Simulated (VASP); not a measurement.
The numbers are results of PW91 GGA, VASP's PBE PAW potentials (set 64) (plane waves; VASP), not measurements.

VASP input:

KPOINTS:
```
K-points
0
gamma
  10 10 10
```

File POSCAR:
```
InAs
1.0
  0.0000000000   3.0619059999   3.0619059999
  3.0619059999   0.0000000000   3.0619059999
  3.0619059999   3.0619059999   0.0000000000
In As
1 1
Direct
  0.0000000000   0.0000000000   0.0000000000
  0.2500000000   0.2500000000   0.2500000000
```

### INCAR
```
LMAXMIX=4   # l cut-off of mixed one-centre charges
ISIF=2   # forces and stress, cell fixed
NELM=100
GGA=91   # PW91
SIGMA=0.1   # width (eV)
EDIFF=1E-7
LCHARG=.FALSE.
SYSTEM=InAs
ALGO=Normal
LASPH=.TRUE.   # aspherical one-centre terms
LWAVE=.FALSE.
ENCUT=520   # plane-wave cut-off (eV)
PREC=Accurate
LREAL=.FALSE.   # projection in real space or not
ISMEAR=1
```

POTCAR, in this order: In_d As (PBE.64 set). Program: vasp_std.

The run wrote:

### OSZICAR
```
       N       E                     dE             d eps       ncg     rms          rms(c)
DAV:   1     0.113554062547E+03    0.11355E+03   -0.85004E+03  1222   0.148E+03
DAV:   2     0.137397821340E+00   -0.11342E+03   -0.11016E+03  1292   0.321E+02
DAV:   3    -0.783853034730E+01   -0.79759E+01   -0.79308E+01  1587   0.904E+01
DAV:   4    -0.805349260035E+01   -0.21496E+00   -0.21483E+00  1402   0.169E+01
DAV:   5    -0.806342789002E+01   -0.99353E-02   -0.99349E-02  1792   0.309E+00    0.447E+00
DAV:   6    -0.779519861699E+01    0.26823E+00   -0.49968E-01  1837   0.135E+01    0.247E+00
DAV:   7    -0.777196461771E+01    0.23234E-01   -0.13891E-01  1705   0.373E+00    0.705E-01
DAV:   8    -0.777213734834E+01   -0.17273E-03   -0.13086E-02  1496   0.166E+00    0.203E-01
DAV:   9    -0.777270491341E+01   -0.56757E-03   -0.13274E-03  1457   0.470E-01    0.123E-01
DAV:  10    -0.777278695374E+01   -0.82040E-04   -0.15141E-04  1883   0.149E-01    0.874E-02
DAV:  11    -0.777281835490E+01   -0.31401E-04   -0.98358E-05  1272   0.113E-01    0.601E-02
DAV:  12    -0.777281944964E+01   -0.10947E-05   -0.78680E-06  1352   0.271E-02    0.180E-02
DAV:  13    -0.777281958109E+01   -0.13146E-06   -0.13623E-06  1477   0.773E-03    0.119E-02
DAV:  14    -0.777281973783E+01   -0.15674E-06   -0.11931E-07  1162   0.397E-03    0.487E-03
DAV:  15    -0.777281992020E+01   -0.18237E-06   -0.53520E-08   731   0.285E-03    0.606E-04
DAV:  16    -0.777281994083E+01   -0.20633E-07   -0.11499E-08   666   0.116E-03
   1 F= -.77728199E+01 E0= -.77729039E+01  d E =0.251779E-03
```

OUTCAR:
```
------------------------ aborting loop because EDIFF is reached ----------------------------------------
  FORCE on cell =-STRESS in cart. coord.  units (eV):
  Direction    XX          YY          ZZ          XY          YZ          ZX
  --------------------------------------------------------------------------------------
  Total        0.5706839      0.5706839      0.5706839      0.0000000     -0.0000000     -0.0000000
  in kB       15.9257782     15.9257782     15.9257782      0.0000000     -0.0000000     -0.0000000
  external PRESSURE =      15.9257782 kB  Pullay stress =       0.0000000 kB
  volume of cell :       57.41
      direct lattice vectors                 reciprocal lattice vectors
     0.000000000  3.061906000  3.061906000    -0.163296979  0.163296979  0.163296979
     3.061906000  0.000000000  3.061906000     0.163296979 -0.163296979  0.163296979
     3.061906000  3.061906000  0.000000000     0.163296979  0.163296979 -0.163296979
  FREE ENERGIE OF THE ION-ELECTRON SYSTEM (eV)
  ---------------------------------------------------
  free  energy   TOTEN  =        -7.7728199408 eV

  energy  without entropy=       -7.7730717194  energy(sigma->0) =       -7.77290387
```
(Selected blocks of OUTCAR.)

The compound is InAs in the zinc blende structure. This cell is one point of a volume scan, at 0.97 of the reference volume.
